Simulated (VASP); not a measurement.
OSZICAR of a VASP run on Co (hcp):

OSZICAR:
```
       N       E                     dE             d eps       ncg     rms          rms(c)
DAV:   1     0.705493014912E+02    0.70549E+02   -0.70519E+03  8244   0.129E+03
DAV:   2    -0.142925747167E+02   -0.84842E+02   -0.78652E+02  8128   0.237E+02
DAV:   3    -0.160890186546E+02   -0.17964E+01   -0.17568E+01  9829   0.482E+01
DAV:   4    -0.161166311373E+02   -0.27612E-01   -0.27607E-01 11722   0.452E+00
DAV:   5    -0.161168073085E+02   -0.17617E-03   -0.17617E-03 10027   0.348E-01    0.139E+01
DAV:   6    -0.145613767494E+02    0.15554E+01   -0.15625E+01  8555   0.780E+01    0.799E+00
DAV:   7    -0.140095729633E+02    0.55180E+00   -0.23309E+00  8779   0.294E+01    0.368E+00
DAV:   8    -0.139954376926E+02    0.14135E-01   -0.19612E-02 11148   0.140E+00    0.156E+00
DAV:   9    -0.139815539302E+02    0.13884E-01   -0.55933E-03 11653   0.127E+00    0.450E-01
DAV:  10    -0.139807322939E+02    0.82164E-03   -0.18502E-03 10709   0.552E-01    0.998E-02
DAV:  11    -0.139807929243E+02   -0.60630E-04   -0.85737E-05 10535   0.108E-01    0.431E-02
DAV:  12    -0.139807959544E+02   -0.30301E-05   -0.34606E-06  9885   0.228E-02    0.186E-02
DAV:  13    -0.139807952929E+02    0.66151E-06   -0.16330E-06  6204   0.176E-02
   1 F= -.13980795E+02 E0= -.13980809E+02  d E =0.407535E-04  mag=     3.3062
```

Problem. Which electronic solver shows in the log?

Solution. It is blocked Davidson (ALGO = Normal, or the opening steps of other solvers). The INCAR had ALGO = Normal.

Problem. How was spin treated?

Solution. Collinear spin (ISPIN = 2): the summary line carries one mag value, 3.31 μB in the cell.

Problem. Can the final energy be trusted as converged?

Solution. Self-consistency was reached. It stopped with EDIFF = 1E-6, NELM = 100 (PBE GGA, plane waves, VASP's PBE PAW potentials (set 64)).

The compound is Co in the hcp structure. The cell was not relaxed at this level.
